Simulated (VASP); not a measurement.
Method: PBE GGA, VASP's PBE PAW potentials (set 64) (plane waves; VASP 6.6.1).

The input files of a VASP run:

POSCAR:
```
TiC
1
    0.0000000000     2.1650000000     2.1650000000
    2.1650000000     0.0000000000     2.1650000000
    2.1650000000     2.1650000000     0.0000000000
Ti C
1 1
Direct
  0.0000000000   0.0000000000   0.0000000000
  0.5000000000   0.5000000000   0.5000000000
```

**KPOINTS**
```
Automatic
0
gamma
13 13 13
0 0 0
```

### INCAR
```
SYSTEM = TiC
PREC = Accurate
ENCUT = 520
EDIFF = 1E-6
NELM = 100
ALGO = Normal
LREAL = .FALSE.
LASPH = .TRUE.
ISMEAR = 1
SIGMA = 0.1
GGA = PE
LMAXMIX = 4
LWAVE = .FALSE.
LCHARG = .FALSE.
ISIF = 2
AMIX = 0.6
BMIX = 3.0
IMIX = 1
```

POTCAR, in this order: Ti_sv C (PBE.64 set). Program: vasp_std.

Output

**OSZICAR**
```
       N       E                     dE             d eps       ncg     rms          rms(c)
DAV:   1     0.115354757013E+03    0.11535E+03   -0.84926E+03  2016   0.160E+03
DAV:   2    -0.143530791594E+02   -0.12971E+03   -0.12359E+03  2116   0.376E+02
DAV:   3    -0.238570432981E+02   -0.95040E+01   -0.90925E+01  2656   0.969E+01
DAV:   4    -0.243083819613E+02   -0.45134E+00   -0.45089E+00  2684   0.201E+01
DAV:   5    -0.243194011188E+02   -0.11019E-01   -0.11019E-01  2720   0.287E+00    0.187E+01
DAV:   6    -0.186960108220E+02    0.56234E+01   -0.16397E+01  2448   0.544E+01    0.289E+00
DAV:   7    -0.186561599721E+02    0.39851E-01   -0.10600E+00  2380   0.839E+00    0.222E+00
DAV:   8    -0.186875264062E+02   -0.31366E-01   -0.20574E-01  3072   0.310E+00    0.157E+00
DAV:   9    -0.187050986452E+02   -0.17572E-01   -0.33999E-02  2492   0.156E+00    0.921E-01
DAV:  10    -0.187094747103E+02   -0.43761E-02   -0.14471E-02  2860   0.815E-01    0.630E-01
DAV:  11    -0.187096464048E+02   -0.17169E-03   -0.18357E-03  2380   0.517E-01    0.328E-01
DAV:  12    -0.187093576363E+02    0.28877E-03   -0.41272E-04  2216   0.286E-01    0.167E-01
DAV:  13    -0.187092364602E+02    0.12118E-03   -0.13233E-04  2408   0.137E-01    0.785E-02
DAV:  14    -0.187092183161E+02    0.18144E-04   -0.70726E-05  2652   0.679E-02    0.362E-02
DAV:  15    -0.187092233797E+02   -0.50636E-05   -0.25151E-05  2672   0.333E-02    0.193E-02
DAV:  16    -0.187092269350E+02   -0.35553E-05   -0.61197E-06  2212   0.184E-02    0.120E-02
DAV:  17    -0.187092278032E+02   -0.86819E-06   -0.13037E-06  1640   0.104E-02
   1 F= -.18709228E+02 E0= -.18709165E+02  d E =-.187619E-03
```

**OUTCAR**
```
------------------------ aborting loop because EDIFF is reached ----------------------------------------
  FORCE on cell =-STRESS in cart. coord.  units (eV):
  Direction    XX          YY          ZZ          XY          YZ          ZX
  --------------------------------------------------------------------------------------
  Total        0.0947900      0.0947900      0.0947900      0.0000000      0.0000000     -0.0000000
  in kB        7.4828936      7.4828936      7.4828936      0.0000000      0.0000000     -0.0000000
  external PRESSURE =       7.4828936 kB  Pullay stress =       0.0000000 kB
  volume of cell :       20.30
      direct lattice vectors                 reciprocal lattice vectors
     0.000000000  2.165000000  2.165000000    -0.230946882  0.230946882  0.230946882
     2.165000000  0.000000000  2.165000000     0.230946882 -0.230946882  0.230946882
     2.165000000  2.165000000  0.000000000     0.230946882  0.230946882 -0.230946882
 POSITION                                       TOTAL-FORCE (eV/Angst)
 -----------------------------------------------------------------------------------
      0.00000      0.00000      0.00000         0.000000     -0.000000      0.000000
      2.16500      2.16500      2.16500        -0.000000      0.000000     -0.000000
 -----------------------------------------------------------------------------------
    total drift:                                0.000000     -0.000000     -0.000000
  FREE ENERGIE OF THE ION-ELECTRON SYSTEM (eV)
  ---------------------------------------------------
  free  energy   TOTEN  =       -18.7092278032 eV

  energy  without entropy=      -18.7090401843  energy(sigma->0) =      -18.70916526
```
(Selected blocks of OUTCAR.)

The compound is TiC in the rock salt structure. The cell was not relaxed at this level. The run is one of a series of settings (AMIX = 0.6, BMIX = 3.0, IMIX = 1 against the base run), some of them coarse on purpose.
